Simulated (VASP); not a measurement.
Crystal: TbO.

```
Tb O
1.0
     2.78384    0.00000    0.00000
     0.00000    2.78384    0.00000
     0.00000    0.00000    5.56768
Tb O
2 2
Direct
  0.00000 0.00000 0.00000
  0.00000 0.00000 0.50000
  0.50000 0.50000 0.25000
  0.50000 0.50000 0.75000
```

The cell comes from a database or a generator and needn't be the stable form of this composition.

Base run:

```yaml
Program: VASP 6.6.1
Functional: r2SCAN
Potentials_or_basis: VASP PAW PBE potentials, release 64 (Tb, O)
Cutoff: 520 eV
k_mesh: 7 × 7 × 4
Occupations: gaussian, width 0.05 eV
Spin: collinear spin, antiferromagnetic start
Starting_moments: "[6.0, -6.0, 0.0, 0.0] μB"
```

Its results: band gap on the k mesh none (metal or under the smearing width); pressure 44.6 GPa; net moment 0.00 μB per cell; site moments Tb +5.55, -5.55; O +0.00 μB.

Task: The run is repeated on the same cell with these changes: functional from r2SCAN to PBEsol; hubbard terms from none to Tb f U = 3 eV. What comes out?

Result: Band gap on the k mesh none (metal or under the smearing width); pressure 39.1 GPa; net moment 0.00 μB per cell; site moments Tb +5.49, -5.49; O +0.00 μB.

Several settings changed at once, so the effect can't be laid on one alone.

Caveats: the magnetic or orbital state may not be the lowest; a pressure of tens of GPa on the cell as given is suspect, and the run, the potentials or the cell itself is likely at fault; the PAW data sets were made with another functional, which shifts forces and pressure a little; spin-orbit coupling is left out, which moves the levels of the heavy elements; without U or exact exchange the open f shell lies at the Fermi level, which spoils levels, moments and volumes (some runs).

Not every run made on this cell is shown here.
